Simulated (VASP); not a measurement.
Input:

```
HfB2
1.0
    3.13268     0.00000     0.00000
   -1.56634     2.71298     0.00000
    0.00000     0.00000     3.47921
Hf B
1 2
Cartesian
  0.00000   0.00000   0.00000
  0.00000   1.80865   1.73961
  1.56634   0.90433   1.73961
```

All values below come from PBE GGA, VASP's PBE PAW potentials (set 64) (plane waves; VASP 6.6.1). Run with 400 eV cut-off, 8×8×7 Γ-centred mesh, Fermi-Dirac smearing of 0.050 eV, potentials Hf_pv B.

Task: Give the energies of bands 5 to 11 at the high-symmetry points, in eV from the Fermi level.

Result: 
| band | Γ | M | K | A | L | H |
|---|---|---|---|---|---|---|
| 5 | -3.19 | -9.23 | -8.46 | -8.56 | -7.70 | -9.33 |
| 6 | -3.06 | -4.33 | -7.95 | -1.36 | -5.14 | -5.68 |
| 7 | -3.06 | -3.61 | -2.79 | -1.36 | -4.89 | -3.32 |
| 8 | -2.97 | -3.04 | -2.79 | 0.17 | -2.83 | -3.32 |
| 9 | 3.88 | 1.94 | 1.56 | 0.17 | 3.87 | 4.29 |
| 10 | 3.88 | 2.57 | 1.56 | 0.85 | 3.99 | 5.29 |
| 11 | 4.50 | 5.44 | 3.31 | 0.85 | 6.15 | 6.80 |

It has no gap at this level: it comes out as a metal or semimetal.

The structure comes from a computed database's HfB2 entry; how it stands against other phases isn't given here. The cell was not relaxed at this level.
